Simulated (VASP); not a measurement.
Crystal: Co.

```xyz
2
Lattice="2.5074 0.0000 0.0000 -1.2537 2.1715 0.0000 0.0000 0.0000 4.0699" Properties=species:S:1:pos:R:3 pbc="T T T"
Co    0.0000    1.4476    1.0175
Co    1.2537    0.7238    3.0524
```

Base run:

- Program: VASP 6.6.1
- Functional: PBEsol
- Potentials or basis: VASP PAW PBE potentials, release 64 (Co)
- Cutoff: 300 eV
- k mesh: 15 × 15 × 8
- Occupations: fermi-dirac, width 0.05 eV
- Spin: collinear spin, ferromagnetic start
- Starting moments: [1.5, 1.5] μB

Its results: band gap on the k mesh none (metal or under the smearing width); net moment 3.27 μB per cell; site moments Co +1.66 μB.

Question: After a change of settings the same cell gave: band gap on the k mesh none (metal or under the smearing width); net moment 3.57 μB per cell; site moments Co +1.78 μB. Which change was it?
A. cutoff from 300 eV to 520 eV
B. cutoff from 300 eV to 520 eV; k mesh from 15 × 15 × 8 to 5 × 5 × 3
C. functional from PBEsol to LDA; potentials or basis from VASP PAW PBE potentials, release 64 (Co) to VASP PAW LDA potentials, release 64 (Co); cutoff from 300 eV to 520 eV

Answer: B.

Caveats: some runs use coarse meshes.
